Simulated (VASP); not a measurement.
# CuAu: phonons from a supercell, part 3 of 3

Aim: the phonon dispersion and thermal properties of CuAu. The start is a cell from a database of measured crystal structures.

VASP 6.6.1; LDA; plane waves and PAW (Au, Cu).

So far. Step 3 (Relax the host again, on a new basis): The start already met the threshold, so nothing moved. Step 4 (Tight relaxation): The run ended after 29 ionic steps, 0.000 eV below its first step, once forces and stress met EDIFFG = -0.002.

The database entry behind the starting cell is an old determination (1936), so it need not match the best structure at ambient conditions.

## (5) Force constants in the supercell

System of this step: CuAu. The cell holds 54 atoms: 27 Au and 27 Cu. Cell: a = 8.428 Å, b = 8.428 Å, c = 10.489 Å, α = 90.0°, β = 90.0°, γ = 90.0°. It derives from CuAu.

Each independent atom is moved by 0.015 Å both ways; the forces give the force constants out to half the supercell.

The input, INCAR:

```
SYSTEM = CuAu
PREC = Accurate
ENCUT = 360
EDIFF = 1E-07
NELM = 120
ISMEAR = 1
SIGMA = 0.2
LREAL = Auto
ALGO = Fast
GGA = CA
NBANDS = 344
LASPH = .TRUE.
LWAVE = .FALSE.
LCHARG = .FALSE.
KPAR = 4
IBRION = 6
NSW = 1
NFREE = 2
POTIM = 0.015
ISIF = 0
ADDGRID = .TRUE.
```

The input, POSCAR:

```
CuAu
1.0
    8.4281833374      0.0000000000      0.0000000000
    0.0000000000      8.4281833374      0.0000000000
    0.0000000000      0.0000000000     10.4888800350
Au Cu
27 27
Direct
    0.0000000000      0.0000000000      0.0000000000
    0.0000000000      0.0000000000      0.3333333333
    0.0000000000      0.0000000000      0.6666666667
    0.0000000000      0.3333333333      0.0000000000
    0.0000000000      0.3333333333      0.3333333333
    0.0000000000      0.3333333333      0.6666666667
    0.0000000000      0.6666666667      0.0000000000
    0.0000000000      0.6666666667      0.3333333333
    0.0000000000      0.6666666667      0.6666666667
    0.3333333333      0.0000000000      0.0000000000
    0.3333333333      0.0000000000      0.3333333333
    0.3333333333      0.0000000000      0.6666666667
    0.3333333333      0.3333333333      0.0000000000
    0.3333333333      0.3333333333      0.3333333333
    0.3333333333      0.3333333333      0.6666666667
    0.3333333333      0.6666666667      0.0000000000
    0.3333333333      0.6666666667      0.3333333333
    0.3333333333      0.6666666667      0.6666666667
    0.6666666667      0.0000000000      0.0000000000
    0.6666666667      0.0000000000      0.3333333333
    0.6666666667      0.0000000000      0.6666666667
    0.6666666667      0.3333333333      0.0000000000
    0.6666666667      0.3333333333      0.3333333333
    0.6666666667      0.3333333333      0.6666666667
    0.6666666667      0.6666666667      0.0000000000
    0.6666666667      0.6666666667      0.3333333333
    0.6666666667      0.6666666667      0.6666666667
    0.1666666667      0.1666666667      0.1666666667
    0.1666666667      0.1666666667      0.5000000000
    0.1666666667      0.1666666667      0.8333333333
    0.1666666667      0.5000000000      0.1666666667
    0.1666666667      0.5000000000      0.5000000000
    0.1666666667      0.5000000000      0.8333333333
    0.1666666667      0.8333333333      0.1666666667
    0.1666666667      0.8333333333      0.5000000000
    0.1666666667      0.8333333333      0.8333333333
    0.5000000000      0.1666666667      0.1666666667
    0.5000000000      0.1666666667      0.5000000000
    0.5000000000      0.1666666667      0.8333333333
    0.5000000000      0.5000000000      0.1666666667
    0.5000000000      0.5000000000      0.5000000000
    0.5000000000      0.5000000000      0.8333333333
    0.5000000000      0.8333333333      0.1666666667
    0.5000000000      0.8333333333      0.5000000000
    0.5000000000      0.8333333333      0.8333333333
    0.8333333333      0.1666666667      0.1666666667
    0.8333333333      0.1666666667      0.5000000000
    0.8333333333      0.1666666667      0.8333333333
    0.8333333333      0.5000000000      0.1666666667
    0.8333333333      0.5000000000      0.5000000000
    0.8333333333      0.5000000000      0.8333333333
    0.8333333333      0.8333333333      0.1666666667
    0.8333333333      0.8333333333      0.5000000000
    0.8333333333      0.8333333333      0.8333333333
```

The input, KPOINTS:

```
Automatic mesh
0
Gamma
4 4 3
0 0 0
```

The projector-augmented-wave data sets are Au and Cu (LDA family, release 64).

On the command line:

```sh
> mpirun -np 4 vasp_std
```

What it wrote:

```text
[banner, memory and clock lines left out]
running    4 mpi-ranks, on    1 nodes
 distrk:  each k-point on    1 cores,    4 groups
 distr:  one band on    1 cores,    1 groups

 POSCAR found type information on POSCAR AuCu
 POSCAR found :  2 types and      54 ions
 LDA part: xc-table for (Slater(with rela. corr.)+CA(PZ))
 , standard interpolation
 POSCAR, INCAR and KPOINTS ok, starting setup
 FFT: planning ... GRIDC
 FFT: planning ... GRID_SOFT
 FFT: planning ... GRID
 WAVECAR not read
 entering main loop
       N       E                     dE             d eps       ncg     rms          rms(c)
DAV:   1     0.711420428678E+04    0.71142E+04   -0.18556E+05  8264   0.197E+03
DAV:   2     0.136257118749E+04   -0.57516E+04   -0.54875E+04  8256   0.568E+02
DAV:   3    -0.838795813618E+02   -0.14465E+04   -0.13109E+04  8272   0.268E+02
DAV:   4    -0.272495856717E+03   -0.18862E+03   -0.17036E+03 12776   0.111E+02
DAV:   5    -0.281033796285E+03   -0.85379E+01   -0.84454E+01 12680   0.289E+01    0.685E+01
RMM:   6    -0.260897865408E+03    0.20136E+02   -0.22235E+02  8301   0.649E+01    0.326E+01
RMM:   7    -0.255823414836E+03    0.50745E+01   -0.14256E+02  8954   0.441E+01    0.336E+01
RMM:   8    -0.250555076295E+03    0.52683E+01   -0.17071E+01  8473   0.162E+01    0.119E+01
RMM:   9    -0.250713073617E+03   -0.15800E+00   -0.63353E+00  8517   0.106E+01    0.586E+00
RMM:  10    -0.250227447284E+03    0.48563E+00   -0.44452E+00  8496   0.793E+00    0.160E+00
RMM:  11    -0.250332127014E+03   -0.10468E+00   -0.12896E+00  9825   0.213E+00    0.157E+00
RMM:  12    -0.250339402633E+03   -0.72756E-02   -0.10052E-01 10282   0.562E-01    0.150E+00
RMM:  13    -0.250379294731E+03   -0.39892E-01   -0.38185E-02  9141   0.661E-01    0.205E+00
RMM:  14    -0.250313786039E+03    0.65509E-01   -0.35223E-01 11193   0.211E+00    0.591E-01
RMM:  15    -0.250311207300E+03    0.25787E-02   -0.79239E-03  8261   0.283E-01    0.321E-01
RMM:  16    -0.250312122690E+03   -0.91539E-03   -0.28547E-03  8388   0.193E-01    0.401E-01
RMM:  17    -0.250311378549E+03    0.74414E-03   -0.13066E-03  8600   0.140E-01    0.219E-01
RMM:  18    -0.250310986535E+03    0.39201E-03   -0.12914E-03  9169   0.968E-02    0.102E-01
RMM:  19    -0.250310982144E+03    0.43903E-05   -0.39159E-04  9421   0.388E-02    0.891E-02
RMM:  20    -0.250310995037E+03   -0.12892E-04   -0.42851E-05 10249   0.181E-02    0.880E-02
RMM:  21    -0.250310988620E+03    0.64167E-05   -0.15086E-05  9685   0.862E-03    0.786E-02
RMM:  22    -0.250310973731E+03    0.14889E-04   -0.32737E-05  9025   0.200E-02    0.323E-02
RMM:  23    -0.250310970420E+03    0.33107E-05   -0.68273E-06  8798   0.789E-03    0.186E-02
RMM:  24    -0.250310969134E+03    0.12855E-05   -0.38523E-06  9195   0.356E-03    0.143E-02
RMM:  25    -0.250310968765E+03    0.36961E-06   -0.90689E-07  7866   0.299E-03    0.133E-02
RMM:  26    -0.250310967254E+03    0.15107E-05   -0.50759E-06 10690   0.594E-03    0.610E-03
RMM:  27    -0.250310967266E+03   -0.11787E-07   -0.24429E-07  5299   0.127E-03
   1 F= -.25031097E+03 E0= -.25029062E+03  d E =-.610344E-01
 Found     4 degrees of freedom:
 Finite differences POTIM= 0.01500 DOF=   4
 bond charge predicted
       N       E                     dE             d eps       ncg     rms          rms(c)
DAV:   1    -0.250306500953E+03    0.44663E-02   -0.14053E+00 12704   0.149E+00    0.106E-01
RMM:   2    -0.250308573158E+03   -0.20722E-02   -0.21060E-02 12556   0.639E-01    0.716E-02
RMM:   3    -0.250309824574E+03   -0.12514E-02   -0.11953E-02 16136   0.237E-01    0.697E-02
RMM:   4    -0.250309862824E+03   -0.38249E-04   -0.12261E-03 16378   0.672E-02    0.455E-02
RMM:   5    -0.250309832653E+03    0.30171E-04   -0.12074E-04 15368   0.258E-02    0.279E-02
RMM:   6    -0.250309823678E+03    0.89747E-05   -0.10124E-04 14638   0.271E-02    0.178E-02
RMM:   7    -0.250309824357E+03   -0.67816E-06   -0.28101E-05 14609   0.160E-02    0.122E-02
RMM:   8    -0.250309820751E+03    0.36060E-05   -0.11844E-05 15206   0.699E-03    0.395E-03
RMM:   9    -0.250309821532E+03   -0.78193E-06   -0.12248E-05 15277   0.593E-03    0.657E-03
RMM:  10    -0.250309820686E+03    0.84694E-06   -0.15550E-06 10806   0.278E-03    0.220E-03
RMM:  11    -0.250309820686E+03   -0.91677E-09   -0.18502E-06 11194   0.233E-03    0.132E-03
RMM:  12    -0.250309820645E+03    0.41051E-07   -0.21889E-07  7795   0.183E-03
   2 F= -.25030982E+03 E0= -.25028948E+03  d E =-.610273E-01
[...]
3 F= -.25030982E+03 E0= -.25028948E+03  d E =-.610272E-01
[...]
4 F= -.25031020E+03 E0= -.25028986E+03  d E =-.610229E-01
[...]
5 F= -.25031020E+03 E0= -.25028986E+03  d E =-.610230E-01
[...]
6 F= -.25031037E+03 E0= -.25029003E+03  d E =-.610317E-01
[...]
7 F= -.25031037E+03 E0= -.25029003E+03  d E =-.610317E-01
[...]
8 F= -.25031007E+03 E0= -.25028973E+03  d E =-.610296E-01
 Finite differences progress:
  Degree of freedom:   4/  4
  Displacement:        1/  2
  Total:               7/  8
 bond charge predicted
       N       E                     dE             d eps       ncg     rms          rms(c)
DAV:   1    -0.250304107314E+03    0.59654E-02   -0.51891E+00  8392   0.368E+00    0.216E-01
RMM:   2    -0.250308563692E+03   -0.44564E-02   -0.48286E-02  8594   0.745E-01    0.228E-01
RMM:   3    -0.250310227169E+03   -0.16635E-02   -0.24793E-02 10584   0.358E-01    0.113E-01
RMM:   4    -0.250310203676E+03    0.23493E-04   -0.17294E-03 10284   0.794E-02    0.841E-02
RMM:   5    -0.250310112811E+03    0.90865E-04   -0.46049E-04  8846   0.727E-02    0.592E-02
RMM:   6    -0.250310070097E+03    0.42714E-04   -0.25803E-04  9329   0.553E-02    0.117E-02
RMM:   7    -0.250310073352E+03   -0.32546E-05   -0.70283E-05 10948   0.165E-02    0.770E-03
RMM:   8    -0.250310072079E+03    0.12725E-05   -0.44081E-06  8769   0.585E-03    0.451E-03
RMM:   9    -0.250310071804E+03    0.27566E-06   -0.42975E-06  9299   0.480E-03    0.285E-03
RMM:  10    -0.250310071783E+03    0.20817E-07   -0.74291E-07  6610   0.231E-03
   9 F= -.25031007E+03 E0= -.25028973E+03  d E =-.610301E-01
 Finite differences progress:
  Degree of freedom:   4/  4
  Displacement:        2/  2
  Total:               8/  8
```

The job ended after 1.6 h (4 MPI ranks of Intel Xeon 6975P-C (Granite Rapids), shared host; peak memory 12 GiB).

OUTCAR, selected parts (step 5):

```text
   k-points           NKPTS =     12   k-points in BZ     NKDIM =     12   number of bands    NBANDS=    344

   ENCUT  =  360.0 eV  26.46 Ry    5.14 a.u.  13.04 13.04 16.23*2*pi/ulx,y,z

   NELECT =     594.0000    total number of electrons

 E-fermi :   9.2657

 k-point     1 :       0.0000    0.0000    0.0000
  band No.  band energies     occupation
    ...
    295       9.1954      1.55571
    296       9.1956      1.55438
    297       9.1958      1.55330
    298       9.1965      1.54859
    299       9.1965      1.54859
    300      10.2650     -0.00000
    301      10.2658     -0.00000
    302      10.2658     -0.00000
    303      10.2671     -0.00000
    304      10.2673     -0.00000
    ...

 POSITION                                       TOTAL-FORCE (eV/Angst)
 -----------------------------------------------------------------------------------
      0.00000      0.00000      0.00000        -0.014960     -0.014960     -0.014736
      0.00000      0.00000      3.49629         0.014275      0.014275     -0.012455
      0.00000      0.00000      6.99259        -0.000002     -0.000002     -0.001913
      0.00000      2.80939      0.00000        -0.014960      0.014960     -0.014736
      0.00000      2.80939      3.49629         0.014275     -0.014275     -0.012455
      0.00000      2.80939      6.99259        -0.000002      0.000002     -0.001913
      0.00000      5.61879      0.00000        -0.000314     -0.000000     -0.000251
      0.00000      5.61879      3.49629         0.000351     -0.000000      0.001482
      0.00000      5.61879      6.99259         0.000010     -0.000000     -0.001757
      2.80939      0.00000      0.00000         0.014960     -0.014960     -0.014736
      2.80939      0.00000      3.49629        -0.014275      0.014275     -0.012455
      2.80939      0.00000      6.99259         0.000002     -0.000002     -0.001913
      2.80939      2.80939      0.00000         0.014960      0.014960     -0.014736
      2.80939      2.80939      3.49629        -0.014275     -0.014275     -0.012455
      2.80939      2.80939      6.99259         0.000002      0.000002     -0.001913
      2.80939      5.61879      0.00000         0.000314     -0.000000     -0.000251
      2.80939      5.61879      3.49629        -0.000351     -0.000000      0.001482
      2.80939      5.61879      6.99259        -0.000010     -0.000000     -0.001757
      5.61879      0.00000      0.00000         0.000000     -0.000314     -0.000251
      5.61879      0.00000      3.49629         0.000000      0.000351      0.001482
      5.61879      0.00000      6.99259         0.000000      0.000010     -0.001757
      5.61879      2.80939      0.00000         0.000000      0.000314     -0.000251
      5.61879      2.80939      3.49629         0.000000     -0.000351      0.001482
      5.61879      2.80939      6.99259         0.000000     -0.000010     -0.001757
[...]
-----------------------------------------------------------------------------------
    total drift:                                0.000008     -0.000001     -0.001410

  FREE ENERGIE OF THE ION-ELECTRON SYSTEM (eV)
  ---------------------------------------------------
  free  energy   TOTEN  =      -250.3100717829 eV

  energy  without entropy=     -250.2490416879  energy(sigma->0) =     -250.28972842

 Eigenvectors and eigenvalues of the dynamical matrix
 ----------------------------------------------------

   1 f  =    6.353054 THz    39.917417 2PiTHz  211.915079 cm-1    26.274109 meV
             X         Y         Z           dx          dy          dz
      0.000000  0.000000  0.000000     0.000000    0.000000   -0.094620
      0.000000  0.000000  3.496293    -0.000000   -0.000000   -0.094620
      0.000000  0.000000  6.992587    -0.000000   -0.000000   -0.094620
      0.000000  2.809394  0.000000     0.000000   -0.000000   -0.094620
      0.000000  2.809394  3.496293    -0.000000    0.000000   -0.094620
      0.000000  2.809394  6.992587    -0.000000   -0.000000   -0.094620
      0.000000  5.618789  0.000000     0.000000   -0.000000   -0.094620
      0.000000  5.618789  3.496293    -0.000000   -0.000000   -0.094620
      0.000000  5.618789  6.992587    -0.000000    0.000000   -0.094620
      2.809394  0.000000  0.000000     0.000000    0.000000   -0.094620
      2.809394  0.000000  3.496293    -0.000000   -0.000000   -0.094620
      2.809394  0.000000  6.992587     0.000000   -0.000000   -0.094620
      2.809394  2.809394  0.000000     0.000000   -0.000000   -0.094620
      2.809394  2.809394  3.496293    -0.000000    0.000000   -0.094620
      2.809394  2.809394  6.992587     0.000000   -0.000000   -0.094620
      2.809394  5.618789  0.000000     0.000000   -0.000000   -0.094620
      2.809394  5.618789  3.496293    -0.000000   -0.000000   -0.094620
      2.809394  5.618789  6.992587     0.000000    0.000000   -0.094620
      5.618789  0.000000  0.000000    -0.000000    0.000000   -0.094620
      5.618789  0.000000  3.496293     0.000000   -0.000000   -0.094620
      5.618789  0.000000  6.992587     0.000000   -0.000000   -0.094620
      5.618789  2.809394  0.000000    -0.000000   -0.000000   -0.094620
      5.618789  2.809394  3.496293     0.000000    0.000000   -0.094620
      5.618789  2.809394  6.992587     0.000000   -0.000000   -0.094620
[...]
7.023486  7.023486  5.244440    -0.000000    0.000000    0.167583
      7.023486  7.023486  8.740733    -0.000000   -0.000000    0.167583

   2 f  =    6.294296 THz    39.548229 2PiTHz  209.955117 cm-1    26.031105 meV
             X         Y         Z           dx          dy          dz
      0.000000  0.000000  0.000000     0.094889    0.121371    0.026014
      0.000000  0.000000  3.496293    -0.003639   -0.025140   -0.041904
      0.000000  0.000000  6.992587    -0.091251   -0.096231    0.015890
      0.000000  2.809394  0.000000     0.094889   -0.031346    0.003849
      0.000000  2.809394  3.496293    -0.003639    0.012423    0.015517
      0.000000  2.809394  6.992587    -0.091251    0.018923   -0.019366
      0.000000  5.618789  0.000000     0.094889   -0.090025    0.028244
      0.000000  5.618789  3.496293    -0.003639    0.012718   -0.059154
      0.000000  5.618789  6.992587    -0.091251    0.077308    0.030910
      2.809394  0.000000  0.000000     0.007427    0.121371   -0.018072
      2.809394  0.000000  3.496293     0.016717   -0.025140    0.032804
      2.809394  0.000000  6.992587    -0.024144   -0.096231   -0.014732
      2.809394  2.809394  0.000000     0.007427   -0.031346   -0.040237
      2.809394  2.809394  3.496293     0.016717    0.012423    0.090225
      2.809394  2.809394  6.992587    -0.024144    0.018923   -0.049988
      2.809394  5.618789  0.000000     0.007427   -0.090025   -0.015842
      2.809394  5.618789  3.496293     0.016717    0.012718    0.015554
      2.809394  5.618789  6.992587    -0.024144    0.077308    0.000288
      5.618789  0.000000  0.000000    -0.102316    0.121371    0.011992
      5.618789  0.000000  3.496293    -0.013079   -0.025140   -0.031071
      5.618789  0.000000  6.992587     0.115395   -0.096231    0.019079
      5.618789  2.809394  0.000000    -0.102316   -0.031346   -0.010172
      5.618789  2.809394  3.496293    -0.013079    0.012423    0.026350
      5.618789  2.809394  6.992587     0.115395    0.018923   -0.016178
[...]
7.023486  7.023486  5.244440    -0.002205    0.009305    0.197279
      7.023486  7.023486  8.740733    -0.004962   -0.003688   -0.442370

   3 f  =    6.294296 THz    39.548229 2PiTHz  209.955117 cm-1    26.031105 meV
             X         Y         Z           dx          dy          dz
    [... 9114 further lines ...]
      7.023486  7.023486  1.748147     0.000000   -0.000000    0.094620
      7.023486  7.023486  5.244440     0.000000   -0.000000    0.094620
      7.023486  7.023486  8.740733     0.000000   -0.000000    0.094620

 ELASTIC MODULI CONTR FROM IONIC RELAXATION (kBar)
 Direction    XX          YY          ZZ          XY          YZ          ZX
 --------------------------------------------------------------------------------
 XX           0.0000      0.0000      0.0000      0.0000      0.0000      0.0000
 YY           0.0000      0.0000      0.0000      0.0000      0.0000      0.0000
 ZZ           0.0000      0.0000      0.0000      0.0000      0.0000      0.0000
 XY           0.0000      0.0000      0.0000      0.0000      0.0000      0.0000
 YZ           0.0000      0.0000      0.0000      0.0000      0.0000      0.0000
 ZX           0.0000      0.0000      0.0000      0.0000      0.0000      0.0000
 --------------------------------------------------------------------------------

[... 1 part as in an earlier step ...]

[... 13 further parts left out ...]
```

The last energy, forces, stress and levels in OUTCAR belong to the last displaced cell, not to the cell of POSCAR.

This step gave:

```
electrons         : 594
lowest frequency  : -32.91 cm⁻¹
highest frequency : 220.3 cm⁻¹
```

No long-range dipole term. Phonon branches along the path, in cm⁻¹:

```tsv
point	branch 1	branch 2	branch 3	branch 4	branch 5	branch 6
Γ	0	0	0	160	160	212
0.53 of the way	50	65	112	151	166	198
X	73	91	141	155	166	184
0.53 of the way	85	88	106	179	183	185
M	85	88	88	176	198	198
0.53 of the way	63	72	119	156	173	192
Γ	0	0	0	160	160	212
0.47 of the way	47	47	74	153	153	206
Z	75	75	114	141	141	197
0.47 of the way	65	76	90	140	174	206
R	-33	76	95	138	194	220
0.47 of the way	42	111	114	145	179	208
A	83	142	142	154	154	185
0.53 of the way	55	90	108	146	174	204
Z	75	75	114	141	141	197
jump to X	73	91	141	155	166	184
0.53 of the way	49	75	117	139	184	209
R	-33	76	95	138	194	220
jump to M	85	88	88	176	198	198
0.47 of the way	84	106	106	180	186	186
A	83	142	142	154	154	185
```

The phonon branches as a text plot (rows in cm⁻¹):

```
    215 |*                   **       *****               **
    205 | **               **  **   **     *     *****   *
    194 |   **     ***** **      ***   ***  **  *     * *  ***
    183 |     *****    **             *   **  **       * **   ***
    173 |    *  ** **** ***          *           ****   *   ** *
    162 |**** **           ****     *       **  *    * *        *
    152 |  ** *          ***   **  *        *******    *
    141 |    ***                 *********** ****  *********
    131 |       *                           *   **              *
    120 |   *    *      **                               *     *
    110 |                 *      ***      **     ***  *   *   *
     99 |         **   *               ****       * *      * *
     88 |  *  **********        *   ***            * * *    ****
     78 |    * ***     **  *      ********   ***    ********    *
     67 |   ***          **    * *   *      *   *   *
     57 | * *             *     *                ***     *
     46 |  *               **  *           *
     36 | **               *          *
     25 | *                 * *           *               *
     15 |*                  * *
      4 |*                   *
     -7 |
    -17 |                              *
    -28 |                               **                 *
         Γ     X     M       Γ    Z     R     A       Z|X  R|M  A
```

The phonon density of states has structure finer than the step of the table below, so its rows give means over 10 cm⁻¹, whole bins alone (the curve runs from -57.9 to 246 cm⁻¹). Peaks (cm⁻¹: height): 75.6: 0.0448, 110.2: 0.0446, 175.6: 0.0540, 203.7: 0.0505.

The phonon density of states by frequency; means over each step:

```tsv
frequency (cm⁻¹)	phonon density of states (states/cm⁻¹/cell)
-50	0
-40	1.3e-5
-30	4.8e-4
-20	8.5e-4
-10	5.5e-4
0	1.7e-4
10	0.00103
20	0.00321
30	0.00693
40	0.0155
50	0.0243
60	0.0278
70	0.0368
80	0.0398
90	0.0302
100	0.0343
110	0.0412
120	0.0237
130	0.0104
140	0.0248
150	0.0395
160	0.0395
170	0.0485
180	0.0424
190	0.0366
200	0.0432
210	0.0245
220	0.00354
230	1.5e-5
240	0
```

## (6) What came out

* highest frequency: 220 cm⁻¹
* lowest frequency: -32.9 cm⁻¹

What this shows: The spectrum reaches 220 cm⁻¹, and its lowest point lies at -33 cm⁻¹. At the wave vectors that fit the supercell, which are computed directly, every mode is real; only interpolated points are imaginary, so stability is left open here. Frequencies between the wave vectors that fit the supercell are interpolated.

[Lines on the potential files, build, host, timing and source positions are cut from VASP's logs without a mark.]

[Logs are printed without paths, hosts, clocks, repeated set-up lines and the standing remarks that a program may print on its own settings, such as how far it seeks lower states.]

[Hosts, paths, dates, database ids (printed as entryN), source tags and the programs' standing remarks are cut or masked in the printed files.]

[Runs that stopped without an error message from VASP are left out.]
